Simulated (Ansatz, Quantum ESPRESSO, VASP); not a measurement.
One structure in several programs: W (Im-3m, 1 atom in the cell)

Self-consistent single point.

```
W
1.0
   -1.54587     1.54587     1.54587
    1.54587    -1.54587     1.54587
    1.54587     1.54587    -1.54587
W
1
Cartesian
  0.00000   0.00000   0.00000
```

Shared settings, as Ansatz (a first-principles code) writes them: kpoints.mp_grid.grid = 12 12 12; magnetization.spin_orbit = true; scf.occupations.method = fermi_dirac; scf.occupations.width = 0.1 eV. Potentials and cutoffs stand in the table.

```json
[
 {"code": "Quantum ESPRESSO", "model": "PBE, spin-orbit coupling, PseudoDojo fully relativistic norm-conserving (PBE) pseudopotentials", "pressure (GPa)": "33.01", "cutoff": "75 Ry"},
 {"code": "VASP", "model": "PBE, spin-orbit coupling, VASP's PBE PAW potentials (set 64)", "pressure (GPa)": "32.37", "cutoff": "300 eV"},
 {"code": "Ansatz", "model": "PBE with spin-orbit coupling, default PAW files", "pressure (GPa)": "32.15", "cutoff": "default"}
]
```

The spread over the programs that give each value: pressure within 0.86 GPa.

Ansatz's pressure is given at a fixed set of plane waves, as the other plane-wave codes print theirs; with its correction for the finite basis it is 32.24 GPa.

VASP's run is marked for a possible Pulay error in its stress at this cutoff; no cutoff test was made.

The starting cell has typed, rounded lattice constants, without a prior relaxation at this level. Its lattice was rescaled by a random factor within 2.5 % of one.

Left out of this page: ABINIT (with a known weakness of the program); Elk, FLEUR and SIESTA (not drawn, or without a comparable value).

Keys are those of Ansatz 0.2.
